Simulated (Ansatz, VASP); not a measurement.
# SnSeS in two plane-wave programs, part 2 of 2

One calculation is typed for both programs; each brings its own data sets. How far apart do they land? The cell is taken from a series of runs on this material, whose earlier steps may have relaxed, scaled, displaced or heated it; both programs get it as it stands.

VASP 6.6.1 and Ansatz 0.2.0.

So far: Starting point; VASP: zone-centre phonons, PBEsol.

## 3. Ansatz: zone-centre phonons, PBEsol

Level of this step: Ansatz beside VASP: Kohn-Sham DFT, plane waves, PBEsol (Ansatz).

Ansatz runs on its PAW soft_1 files.

The same cell, functional and mesh now go to Ansatz, which takes its cutoff from its data sets.

Contents of input.yaml:

```yaml
crystal:
  lattice:
    - [3.9107588276, 0.0, 0.0]
    - [-1.9553794138, 3.3868164928, 0.0]
    - [0.0, 0.0, 30.0]
  atoms:
    - { symbol: Sn, position: [0.0, 0.0, 0.3339151691] }
    - { symbol: S, position: [0.3333333333, 0.6666666667, 0.3801268982] }
    - { symbol: Se, position: [0.6666666667, 0.3333333333, 0.2826245997] }
  periodic: [true, true, false]
kpoints:
  mp_grid: { grid: [9, 9, 1] }
hamiltonian:
  xc: pbesol
  pseudopotentials: { kind: paw, azcp: { folder: soft_1 }, xc_functional: pbe }
scf:
  occupations: { method: fixed }
output:
  eigenvalues: true
phonons:
  method: dfpt
```

Started as:

```console
$ ansatz run input.yaml --threads 8 --pin off --max-ram 16384MiB --backend cpu --events-out ev --progress --plain --runs-dir out
```

Numbers of over 12 decimals in the logs are rounded to 6 here.

The log of the run:

```text
Engine: ansatz 0.2.0, aarch64-unknown-linux-gnu
Pseudopotentials: kind: paw
Pseudopotential: Sn, paw, valence charge 14, recommended cutoff 420 eV (normal), soft_1/Sn.paw.azcp
Pseudopotential: S, paw, valence charge 6, recommended cutoff 420 eV (normal), soft_1/S.paw.azcp
Pseudopotential: Se, paw, valence charge 16, recommended cutoff 420 eV (normal), soft_1/Se.paw.azcp
Functional definition: PBEsol
  exchange = pbesol_x
  correlation = pbesol_c
Crystal: 3 atoms, lattice volume = 397.351 Å³
Basis set: ecut = 420 eV, 7829 PW (Γ), exchange–correlation on 54×54×432 points (8 copies of the dense FFT grid, shifted against one another)
Bands: 22, of which v1, the nominal top of the filled ones, is band 18 counted from 1 (17 counted from 0)
Symmetry: 6 space group operations
k-points: 25 of 81 (irreducible under 2 space group operations, time reversal used)
Non-local potential: Sn, projectors of the file, l = 0: 2, l = 1: 2, l = 2: 2, l = 3: 1
Non-local potential: S, projectors of the file, l = 0: 2, l = 1: 2, l = 2: 1
Non-local potential: Se, projectors of the file, l = 0: 2, l = 1: 2, l = 2: 3, l = 3: 1
PAW form: soft (Blöchl's): semilocal exchange-correlation on the pseudo side does not see the compensation charge
PAW frozen core: Sn, regenerated for the run's functional, and the local potential with it (the file was generated under x = pbe(κ = 0.804, μ = 0.219515), c = pbe(β = 0.066725))
PAW frozen core: S, regenerated for the run's functional, and the local potential with it (the file was generated under x = pbe(κ = 0.804, μ = 0.219515), c = pbe(β = 0.066725))
PAW frozen core: Se, regenerated for the run's functional, and the local potential with it (the file was generated under x = pbe(κ = 0.804, μ = 0.219515), c = pbe(β = 0.066725))
PAW one-centre angular grid: Sn, 590 points (default); XC on 64 Gauss nodes
PAW one-centre angular grid: S, 110 points (default); XC on 64 Gauss nodes
PAW one-centre angular grid: Se, 590 points (default); XC on 64 Gauss nodes
Initial density: superposition of atomic densities (neutral atoms: chi_scale 0, normalization atom)
Initial wavefunctions: pseudopotential atomic-orbital guess
Functional: x = pbesol(κ = 0.804, μ = 0.123457), c = pbesol(β = 0.046)
SCF iter   1: F=—  HF=-12260.312576 eV  |F-HF|=—  |Δ(HF+E_count)|=         —  Δρ=1.47e-2  dr2=1.43e0  ethr=3.10e-3  ⟨swp⟩=7.2  Hψ=2757  notcnv=0  defer=45
preconditioner: auto → none  [insulator: Δε(μ)=1.515 eV  Ē_g=15.111 eV  n_scr=16 (ndim 8)  ℏωp=9.5 eV  f_vac=0.773  ε∞_Penn≈1.4]
SCF iter   2: F=—  HF=-12260.015607 eV  |F-HF|=—  |Δ(HF+E_count)|=   2.97e-1  Δρ=8.36e-3  dr2=9.33e-1  ethr=3.10e-3  ⟨swp⟩=5.2  Hψ=1544  notcnv=0  defer=48
SCF iter   3: F=—  HF=-12260.100421 eV  |F-HF|=—  |Δ(HF+E_count)|=   8.48e-2  Δρ=7.37e-3  dr2=1.96e0  ethr=2.59e-3  ⟨swp⟩=5.1  Hψ=1098  notcnv=0  defer=50
SCF iter   4: F=—  HF=-12259.888846 eV  |F-HF|=—  |Δ(HF+E_count)|=   2.12e-1  Δρ=3.31e-3  dr2=6.65e-2  ethr=2.59e-3  ⟨swp⟩=3.6  Hψ=878  notcnv=0  defer=50
SCF iter   5: F=—  HF=-12259.881686 eV  |F-HF|=—  |Δ(HF+E_count)|=   7.16e-3  Δρ=1.35e-3  dr2=4.66e-3  ethr=1.85e-4  ⟨swp⟩=4.1  Hψ=996  notcnv=0  defer=50
SCF iter   6: F=—  HF=-12259.881917 eV  |F-HF|=—  |Δ(HF+E_count)|=   2.31e-4  Δρ=2.55e-4  dr2=2.10e-4  ethr=1.29e-5  ⟨swp⟩=4.0  Hψ=1154  notcnv=0  defer=50
SCF iter   7: F=—  HF=-12259.881927 eV  |F-HF|=—  |Δ(HF+E_count)|=   9.44e-6  Δρ=1.15e-4  dr2=7.19e-5  ethr=5.83e-7  ⟨swp⟩=3.0  Hψ=1179  notcnv=0  defer=50
SCF iter   8: F=—  HF=-12259.881909 eV  |F-HF|=—  |Δ(HF+E_count)|=   1.76e-5  Δρ=3.56e-5  dr2=5.93e-6  ethr=2.00e-7  ⟨swp⟩=2.9  Hψ=1204  notcnv=0  defer=50
SCF iter   9: F=—  HF=-12259.881909 eV  |F-HF|=—  |Δ(HF+E_count)|=   2.07e-7  Δρ=1.14e-5  dr2=6.78e-7  ethr=1.65e-8  ⟨swp⟩=2.9  Hψ=1056  notcnv=0  defer=50
SCF iter  10: F=—  HF=-12259.881951 eV  |F-HF|=—  |Δ(HF+E_count)|=   4.17e-5  Δρ=2.61e-6  dr2=1.71e-8  ethr=1.88e-9  ⟨swp⟩=2.9  Hψ=1127  notcnv=0  defer=50
SCF iter  11: F=—  HF=-12259.881951 eV  |F-HF|=—  |Δ(HF+E_count)|=   4.65e-9  Δρ=7.50e-7  dr2=2.87e-9  ethr=4.74e-11  ⟨swp⟩=3.0  Hψ=1161  notcnv=0  defer=50
SCF iter  12: F=-12259.881951 eV  HF=-12259.881951 eV  |F-HF|=2.91e-11  |Δ(HF+E_count)|=  6.11e-10  Δρ=1.37e-7  dr2=5.44e-11  ethr=1.00e-12  ⟨swp⟩=23.3  Hψ=6308  notcnv=0
SCF 1 converged in 12 iterations: F = -12259.881951 eV  dr2 = 5.44e-11
  greatest PAW one-centre occupation: 1.000 electrons in one spin orbital (limit 2), on the Se atom at site 2 (counted from 0), in its partial waves of l = 2
DFPT response loops at Γ: preconditioner auto → none (the input reference at scf.mixing.eps_inf says where Resta's filter doesn't serve); β = 0.50; Broyden in place of MSR1
SCF converged after 12 iterations
Free energy (F): -12259.881951 eV
Harris-Foulkes:  -12259.881951 eV  (|F-HF|=2.91e-11)
Internal energy: -12259.881951 eV  (E = F + TS)
E sigma→0 (E₀):  -12259.881951 eV
Fermi energy:    -6.639110 eV
--- Per-component energies (eV) ---
  E_band       = -983.384508
  E_kinetic    = 381.929444
  E_local      = -58286.121149  (includes V_loc(G=0)·N_el)
  E_nonlocal   = -171.227394
  E_hartree    = 28934.012830
  E_xc         = -294.879453
  E_vxc        = -250.268053  (∫ρ·V_xc dr)
  E_paw        = -6976.635912  (= ΣΔE_a)
  E_vpaw       = -525.723358  (= ΣTr[D̂ρ^β])
  E_aug_tail   = -0.000092  (compensation charges beyond the density's cutoff)
  E_ewald      = 24151.684534
  E_core_change = 1.355241  (= ΣΔE_core)
  E_smearing   = -0.000000  (= −TS)
  E_closure    = -0.000000  (closes the sum)
  Σ components = -12259.881951   (vs F -12259.881951, Δ=0.00e0)
--- Band table (eV; the first three rows and the last of 25) ---
  k-point 0: bands = [... 14 lower, -7.4639, -7.0580, -6.6898, -6.6898, -5.1814, -3.6179, -1.9540, -1.9540]
  k-point 1: bands = [... 14 lower, -7.7435, -7.2459, -7.0092, -6.6391, -4.6685, -3.0212, -2.0056, -1.6741]
  k-point 2: bands = [... 14 lower, -8.2515, -7.9971, -6.9447, -6.6595, -4.5454, -2.5501, -1.0700, -1.0597]
  k-point 24: bands = [... 14 lower, -9.4638, -8.4226, -7.4047, -6.6913, -4.3726, -1.3952, -0.6328, -0.4705]
--- Phonons (Γ-DFPT): 6 representative perturbations + reference, on 25 of 81 k-points (Σ response iterations 29) ---
  k mesh reduced under 2 symmetry operations, with k and −k counted as one. Each operation leaves every solved perturbation unchanged. A smaller set is not used because it would not reduce the number of displacements times k-points to solve
  ASR residual: 4.163e-4 → 0.000e0 eV/Å²; symmetrization residual: 1.323e-5 eV/Å²
  ASR residual per site (eV/Å²): 4.16e-4 8.03e-5 3.77e-5
  Γ frequencies (cm⁻¹): 0.00 0.00 0.00 128.82 128.82 170.13 170.13 199.69 290.73
  non-analytic LO–TO correction: not included (Born effective charges unavailable; polar crystals: no LO–TO splitting at Γ)
```

## 4. Comparison

Known differences besides the potentials themselves: fixed occupations in Ansatz, narrow Gaussian smearing in VASP; Ansatz cuts the interaction across the vacuum, VASP repeats the sheet without a dipole correction; the data sets hold 36 valence electrons in Ansatz (on its PAW soft_1 files) and 26 in VASP; the cutoff is 420 eV in Ansatz and 500 eV in VASP; Ansatz makes its cores anew for this functional, VASP keeps those of its PBE data sets. Total energies have different zeros and are not compared.

Compared:

| quantity | Ansatz | VASP | difference |
| --- | --- | --- | --- |
| optical mode 1 to 2 (cm⁻¹) | 128.8 | 129.3 | -0.35 % |
| optical mode 3 to 4 (cm⁻¹) | 170.1 | 169.0 | +0.69 % |
| optical mode 5 (cm⁻¹) | 199.7 | 200.1 | -0.20 % |
| optical mode 6 (cm⁻¹) | 290.7 | 291.1 | -0.11 % |

Modes are paired by rising frequency, not by their patterns, so a pair may set unlike modes beside each other; they are those without the splitting of longitudinal modes. Where the cell holds vacuum, a pressure given here is an average over it and none of the material.

## 5. What came out

```
r.m.s. difference of the optical zone-centre modes, each program's sorted by frequency (zone-centre phonons, PBEsol) : 0.75 cm⁻¹
difference in optical mode 3 to 4 (zone-centre phonons, PBEsol)                                                      : +0.7 %
```

What this shows: The r.m.s. difference of the optical zone-centre modes, each program's sorted by frequency is 0.75 cm⁻¹ (zone-centre phonons, PBEsol). The data sets hold unlike numbers of valence electrons (36 in Ansatz and 26 in VASP), so part of the differences may come from the potentials. Among the rows given in per cent, the largest difference of the zone-centre phonons, PBEsol pair is in optical mode 3 to 4, +0.7 %. How closely two codes agree says nothing of how well the functional describes the real material.

[Lines on the potential files, build, host, timing and source positions are cut from VASP's logs without a mark.]

[Logs are printed without paths, hosts, clocks, repeated set-up lines and the standing remarks that a program may print on its own settings, such as how far it seeks lower states.]

[Hosts, paths, dates, database ids (printed as entryN), source tags and the programs' standing remarks are cut or masked in the printed files.]
